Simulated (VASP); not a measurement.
Crystal: BaFeO2.

```xyz
8
Lattice="-2.8250 2.8250 3.9850 2.8250 -2.8250 3.9850 2.8250 2.8250 -3.9850" Properties=species:S:1:pos:R:3 pbc="T T T"
Ba    2.8250    0.0000    1.9925
Ba    0.0000    0.0000    3.9850
Fe    0.0000    2.8250    1.9925
Fe    0.0000    0.0000    0.0000
O     0.9605    4.2375    0.9962
O     1.4125    0.9605   -0.9962
O     1.8645   -1.4125    4.9812
O     1.4125    1.8645    2.9888
```

The cell was built by a generator and needn't be a form met in nature.

* Program: VASP 6.6.1
* Task: relaxation of cell and atoms
* Functional: PBE
* Potentials or basis: VASP PAW PBE potentials, release 64 (Ba_sv, Fe, O)
* Cutoff: 520 eV
* k mesh: 4 × 4 × 4
* Occupations: gaussian, width 0.15 eV
* Spin: collinear spin, ferromagnetic start
* Starting moments: [0.0, 0.0, 3.0, 3.0, 0.0, 0.0, 0.0, 0.0] μB

At the start: pressure 7.3 GPa; volume 15.90 Å³/atom.

How do energy, volume and symmetry change on relaxing?

Over 11 steps the energy falls by 81.4 meV/atom and the volume is 15.93 Å³/atom (+0.2 %); space group I-42d (No. 122, to 0.05 Å); moment 8.00 μB per cell.

The path:
| step | energy change (eV) | largest force (eV/Å) | pressure (GPa) | volume (Å³) |
| --- | --- | --- | --- | --- |
| 1 | 0.0000 | 0.4151 | 7.32 | 127.21 |
| 2 | -0.2297 | 0.1866 | -3.28 | 141.01 |
| 3 | -0.2637 | 0.2297 | -1.16 | 137.12 |
| 4 | -0.2635 | 0.2374 | -0.60 | 136.84 |
| 5 | -0.3143 | 0.1603 | -0.52 | 136.03 |
| 6 | -0.4530 | 0.0925 | -0.40 | 133.46 |
| 7 | -0.5883 | 0.4620 | 1.42 | 127.56 |
| 8 | -0.6137 | 0.3458 | -0.15 | 128.42 |
| 9 | -0.6138 | 0.3357 | -0.13 | 128.45 |
| 10 | -0.6276 | 0.2952 | -0.31 | 128.20 |
| 11 | -0.6514 | 0.0796 | 0.32 | 127.46 |

Final structure:
```yaml
crystal:
  lattice:
    - [-3.05792, 3.05792, 3.40764]
    - [3.05792, -3.05792, 3.40764]
    - [3.05792, 3.05792, -3.40764]
  atoms:
    - { symbol: Ba, position: [0.25000, 0.75000, 0.50000] }
    - { symbol: Ba, position: [0.50000, 0.50000, 0.00000] }
    - { symbol: Fe, position: [0.75000, 0.25000, 0.50000] }
    - { symbol: Fe, position: [0.00000, 0.00000, 0.00000] }
    - { symbol: O, position: [0.87500, 0.28065, 0.90565] }
    - { symbol: O, position: [0.03065, 0.12500, 0.40565] }
    - { symbol: O, position: [0.37500, 0.96935, 0.09435] }
    - { symbol: O, position: [0.71935, 0.62500, 0.59435] }
```

Caveat: only a ferromagnetic start was run, and an antiferromagnetic order may lie lower in energy.
